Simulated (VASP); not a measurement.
Input of a VASP 6.6.1 run:

The input INCAR:

```
SYSTEM = Al
ALGO = Normal ; EDIFF = 1E-7
ENCUT = 300 ; GGA = PE
ISIF = 2 ; ISMEAR = -1
LASPH = .TRUE. ; LCHARG = .FALSE.
LREAL = .FALSE. ; LWAVE = .FALSE.
NBANDS = 222 ; NELM = 60
PREC = Accurate ; SIGMA = 0.05
```

The input KPOINTS:

```
k-points
0
G
  4 4 4
  0 0 0
```

POSCAR

```
Al
1.0
   12.1200000000      0.0000000000      0.0000000000
    0.0000000000     12.1200000000      0.0000000000
    0.0000000000      0.0000000000     12.1200000000
Al
108
Direct
    0.0000000000      0.0000000000      0.0000000000
    0.0000000000      0.0000000000      0.3333333333
    0.0000000000      0.0000000000      0.6666666667
    0.0000000000      0.3333333333      0.0000000000
    0.0000000000      0.3333333333      0.3333333333
    0.0000000000      0.3333333333      0.6666666667
    0.0000000000      0.6666666667      0.0000000000
    0.0000000000      0.6666666667      0.3333333333
    0.0000000000      0.6666666667      0.6666666667
    0.3333333333      0.0000000000      0.0000000000
    0.3333333333      0.0000000000      0.3333333333
    0.3333333333      0.0000000000      0.6666666667
    0.3333333333      0.3333333333      0.0000000000
    0.3333333333      0.3333333333      0.3333333333
    0.3333333333      0.3333333333      0.6666666667
    0.3333333333      0.6666666667      0.0000000000
    0.3333333333      0.6666666667      0.3333333333
    0.3333333333      0.6666666667      0.6666666667
    0.6666666667      0.0000000000      0.0000000000
    0.6666666667      0.0000000000      0.3333333333
    0.6666666667      0.0000000000      0.6666666667
    0.6666666667      0.3333333333      0.0000000000
    0.6666666667      0.3333333333      0.3333333333
    0.6666666667      0.3333333333      0.6666666667
    0.6666666667      0.6666666667      0.0000000000
    0.6666666667      0.6666666667      0.3333333333
    0.6666666667      0.6666666667      0.6666666667
    0.0000000000      0.1666666667      0.1666666667
    0.0000000000      0.1666666667      0.5000000000
    0.0000000000      0.1666666667      0.8333333333
    0.0000000000      0.5000000000      0.1666666667
    0.0000000000      0.5000000000      0.5000000000
    0.0000000000      0.5000000000      0.8333333333
    0.0000000000      0.8333333333      0.1666666667
    0.0000000000      0.8333333333      0.5000000000
    0.0000000000      0.8333333333      0.8333333333
    0.3333333333      0.1666666667      0.1666666667
    0.3333333333      0.1666666667      0.5000000000
    0.3333333333      0.1666666667      0.8333333333
    0.3333333333      0.5000000000      0.1666666667
    0.3333333333      0.5000000000      0.5000000000
    0.3333333333      0.5000000000      0.8333333333
    0.3333333333      0.8333333333      0.1666666667
    0.3333333333      0.8333333333      0.5000000000
    0.3333333333      0.8333333333      0.8333333333
    0.6666666667      0.1666666667      0.1666666667
    0.6666666667      0.1666666667      0.5000000000
    0.6666666667      0.1666666667      0.8333333333
    0.6666666667      0.5000000000      0.1666666667
    0.6666666667      0.5000000000      0.5000000000
    0.6666666667      0.5000000000      0.8333333333
    0.6666666667      0.8333333333      0.1666666667
    0.6666666667      0.8333333333      0.5000000000
    0.6666666667      0.8333333333      0.8333333333
    0.1666666667      0.0000000000      0.1666666667
    0.1666666667      0.0000000000      0.5000000000
    0.1666666667      0.0000000000      0.8333333333
    0.1666666667      0.3333333333      0.1666666667
    0.1666666667      0.3333333333      0.5000000000
    0.1666666667      0.3333333333      0.8333333333
    0.1666666667      0.6666666667      0.1666666667
    0.1666666667      0.6666666667      0.5000000000
    0.1666666667      0.6666666667      0.8333333333
    0.5000000000      0.0000000000      0.1666666667
    0.5000000000      0.0000000000      0.5000000000
    0.5000000000      0.0000000000      0.8333333333
    0.5000000000      0.3333333333      0.1666666667
    0.5000000000      0.3333333333      0.5000000000
    0.5000000000      0.3333333333      0.8333333333
    0.5000000000      0.6666666667      0.1666666667
    0.5000000000      0.6666666667      0.5000000000
    0.5000000000      0.6666666667      0.8333333333
    0.8333333333      0.0000000000      0.1666666667
    0.8333333333      0.0000000000      0.5000000000
    0.8333333333      0.0000000000      0.8333333333
    0.8333333333      0.3333333333      0.1666666667
    0.8333333333      0.3333333333      0.5000000000
    0.8333333333      0.3333333333      0.8333333333
    0.8333333333      0.6666666667      0.1666666667
    0.8333333333      0.6666666667      0.5000000000
    0.8333333333      0.6666666667      0.8333333333
    0.1666666667      0.1666666667      0.0000000000
    0.1666666667      0.1666666667      0.3333333333
    0.1666666667      0.1666666667      0.6666666667
    0.1666666667      0.5000000000      0.0000000000
    0.1666666667      0.5000000000      0.3333333333
    0.1666666667      0.5000000000      0.6666666667
    0.1666666667      0.8333333333      0.0000000000
    0.1666666667      0.8333333333      0.3333333333
    0.1666666667      0.8333333333      0.6666666667
    0.5000000000      0.1666666667      0.0000000000
    0.5000000000      0.1666666667      0.3333333333
    0.5000000000      0.1666666667      0.6666666667
    0.5000000000      0.5000000000      0.0000000000
    0.5000000000      0.5000000000      0.3333333333
    0.5000000000      0.5000000000      0.6666666667
    0.5000000000      0.8333333333      0.0000000000
    0.5000000000      0.8333333333      0.3333333333
    0.5000000000      0.8333333333      0.6666666667
    0.8333333333      0.1666666667      0.0000000000
    0.8333333333      0.1666666667      0.3333333333
    0.8333333333      0.1666666667      0.6666666667
    0.8333333333      0.5000000000      0.0000000000
    0.8333333333      0.5000000000      0.3333333333
    0.8333333333      0.5000000000      0.6666666667
    0.8333333333      0.8333333333      0.0000000000
    0.8333333333      0.8333333333      0.3333333333
    0.8333333333      0.8333333333      0.6666666667
```

Potentials or basis: VASP PAW PBE potentials, release 64 (Al).

Launch:

```console
$ cat potpaw_PBE.64/Al/POTCAR > POTCAR
$ mpirun -np 1 vasp_std > vasp.out
```

Problem. Predict the pressure.

Solution. -0.1 GPa.

Problem. Predict the band gap on the k mesh.

Solution. None (metal or under the smearing width).
